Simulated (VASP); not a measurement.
Output of a VASP run:

**OSZICAR**
```
...
DAV:   3    -0.216212351100E+02   -0.76741E+01   -0.76101E+01  6968   0.102E+02
DAV:   4    -0.217256969359E+02   -0.10446E+00   -0.10444E+00  6440   0.119E+01
DAV:   5    -0.217281112675E+02   -0.24143E-02   -0.24139E-02  7296   0.146E+00    0.208E+01
DAV:   6    -0.188848293808E+02    0.28433E+01   -0.15076E+01  5648   0.491E+01    0.378E+00
DAV:   7    -0.188659790831E+02    0.18850E-01   -0.25591E-01  6000   0.628E+00    0.266E+00
DAV:   8    -0.188591133267E+02    0.68658E-02   -0.14455E-02  7872   0.187E+00    0.108E+00
DAV:   9    -0.188500777795E+02    0.90355E-02   -0.15729E-02  6600   0.157E+00    0.215E-01
DAV:  10    -0.188508144549E+02   -0.73668E-03   -0.47076E-03  6240   0.446E-01    0.164E-01
DAV:  11    -0.188511122097E+02   -0.29775E-03   -0.18655E-03  7648   0.374E-01    0.139E-01
DAV:  12    -0.188515309103E+02   -0.41870E-03   -0.47581E-03  6960   0.543E-01    0.120E-01
DAV:  13    -0.188522016233E+02   -0.67071E-03   -0.16060E-02  6928   0.101E+00    0.999E-02
DAV:  14    -0.188532123145E+02   -0.10107E-02   -0.16545E-01  6976   0.334E+00    0.477E-02
DAV:  15    -0.188533744525E+02   -0.16214E-03   -0.18676E-03  5392   0.471E-01    0.487E-02
DAV:  16    -0.188533794018E+02   -0.49493E-05   -0.36093E-05  8144   0.525E-02    0.487E-02
DAV:  17    -0.188533891671E+02   -0.97653E-05   -0.21840E-03  6880   0.383E-01    0.353E-02
DAV:  18    -0.188531564311E+02    0.23274E-03   -0.29791E-02  6848   0.146E+00    0.145E-01
DAV:  19    -0.188533773253E+02   -0.22089E-03   -0.35469E-02  6944   0.159E+00    0.371E-02
DAV:  20    -0.188533750370E+02    0.22882E-05   -0.24624E-03  6832   0.455E-01    0.251E-02
DAV:  21    -0.188533830299E+02   -0.79929E-05   -0.72928E-04  6832   0.248E-01    0.712E-03
DAV:  22    -0.188533833477E+02   -0.31777E-06   -0.47627E-05  6760   0.746E-02    0.100E-02
DAV:  23    -0.188533837209E+02   -0.37317E-06   -0.14298E-05  4936   0.356E-02    0.358E-03
DAV:  24    -0.188533837450E+02   -0.24092E-07   -0.56140E-06  4560   0.194E-02
   1 F= -.14921378E+02 E0= -.14921378E+02  d E =-.149214E+02  mag=    -0.0000
       N       E                     dE             d eps       ncg     rms          rms(c)
DAV:   1    -0.188435059650E+02    0.98778E-02   -0.12018E-01  5552   0.532E+00    0.672E-01
DAV:   2    -0.188382401863E+02    0.52658E-02   -0.32660E-02  5632   0.210E+00    0.111E-01
DAV:   3    -0.188381557800E+02    0.84406E-04   -0.30784E-04  5520   0.235E-01    0.640E-02
DAV:   4    -0.188381199929E+02    0.35787E-04   -0.10291E-04  5520   0.134E-01    0.126E-02
DAV:   5    -0.188381172112E+02    0.27817E-05   -0.20278E-05  5760   0.560E-02    0.791E-03
DAV:   6    -0.188381156521E+02    0.15591E-05   -0.13512E-06  2816   0.143E-02    0.351E-03
DAV:   7    -0.188381154087E+02    0.24343E-06   -0.12620E-06  2976   0.125E-02
   2 F= -.14921209E+02 E0= -.14921215E+02  d E =0.168703E-03  mag=    -0.0000
       N       E                     dE             d eps       ncg     rms          rms(c)
DAV:   1    -0.188521472733E+02   -0.14032E-01   -0.63722E-02  5552   0.388E+00    0.486E-01
DAV:   2    -0.188493418147E+02    0.28055E-02   -0.17661E-02  5632   0.154E+00    0.804E-02
DAV:   3    -0.188492939937E+02    0.47821E-04   -0.17973E-04  5488   0.182E-01    0.452E-02
DAV:   4    -0.188492776680E+02    0.16326E-04   -0.55027E-05  5552   0.987E-02    0.913E-03
DAV:   5    -0.188492786392E+02   -0.97127E-06   -0.11609E-05  5712   0.423E-02    0.582E-03
DAV:   6    -0.188492792274E+02   -0.58819E-06   -0.24228E-06  5264   0.185E-02
   3 F= -.14921406E+02 E0= -.14921407E+02  d E =-.278661E-04  mag=    -0.0000
```

OUTCAR:
```
------------------------ aborting loop because EDIFF is reached ----------------------------------------
  FORCE on cell =-STRESS in cart. coord.  units (eV):
  Direction    XX          YY          ZZ          XY          YZ          ZX
  --------------------------------------------------------------------------------------
  Total        3.9239936      3.9239936      3.9239936      0.0000000      0.0000000     -0.0000000
  in kB      299.7036672    299.7036672    299.7036672      0.0000000      0.0000000     -0.0000000
  external PRESSURE =      -0.2963328 kB  Pullay stress =     300.0000000 kB
  volume of cell :       20.98
      direct lattice vectors                 reciprocal lattice vectors
     2.757923856  0.000000000  0.000000000     0.362591591 -0.000000000 -0.000000000
     0.000000000  2.757923856  0.000000000    -0.000000000  0.362591591 -0.000000000
     0.000000000  0.000000000  2.757923856    -0.000000000 -0.000000000  0.362591591
 POSITION                                       TOTAL-FORCE (eV/Angst)
 -----------------------------------------------------------------------------------
      0.00000      0.00000      0.00000         0.000000      0.000000      0.000000
      1.37896      1.37896      1.37896        -0.000000     -0.000000     -0.000000
 -----------------------------------------------------------------------------------
    total drift:                               -0.000000      0.000000      0.000000
  FREE ENERGIE OF THE ION-ELECTRON SYSTEM (eV)
  ---------------------------------------------------
  free  energy   TOTEN  =       -18.8492792274 eV

  energy  without entropy=      -18.8492826487  energy(sigma->0) =      -18.84928037
  enthalpy is  TOTEN    =       -14.9214057797 eV   P V=        3.9278734478

 total charge

# of ion       s       p       d       tot
------------------------------------------
    1        0.479   6.474   4.337  11.290
    2        0.479   6.474   4.337  11.290
--------------------------------------------------
tot          0.957  12.948   8.674  22.579

 magnetization (x)

# of ion       s       p       d       tot
------------------------------------------
    1       -0.000  -0.000  -0.000  -0.000
    2        0.000   0.000   0.000   0.000
--------------------------------------------------
tot          0.000   0.000   0.000   0.000

 reached required accuracy - stopping structural energy minimisation
```
(Selected blocks of OUTCAR.)

POSCAR:
```
Cr
1
    2.7588906900     0.0000000000    -0.0000000000
    0.0000000000     2.7588906900     0.0000000000
    0.0000000000     0.0000000000     2.7588906900
Cr
2
Direct
  0.0000000000   0.0000000000   0.0000000000
  0.5000000000   0.5000000000   0.5000000000
```

Question: Reconstruct the remaining input files.

Answer: One answer among several that fit: the input of the run itself, PBE GGA, plane waves, VASP's PBE PAW potentials (set 64).

INCAR:
```
ALGO = Normal
EDIFF = 1E-6
EDIFFG = -0.02
ENCUT = 500
GGA = PE
IBRION = 2
ISIF = 3
ISMEAR = 1
ISPIN = 2
LASPH = T
LCHARG = F
LMAXMIX = 4
LORBIT = 10
LREAL = F
LWAVE = F
MAGMOM = 1.0 -1.0
NELM = 100
NSW = 40
PREC = Accurate
PSTRESS = 300
SIGMA = 0.1
SYSTEM = Cr
```

**KPOINTS**
```
Automatic mesh
0
Gamma
13 13 13
0 0 0
```

POTCAR, in this order: Cr_pv (PBE.64 set). Program: vasp_std.

The compound is Cr in the bcc, AFM order structure. This run relaxes it under an external pressure of 30 GPa. Symmetry was kept, so distortions that lower it aren't found.
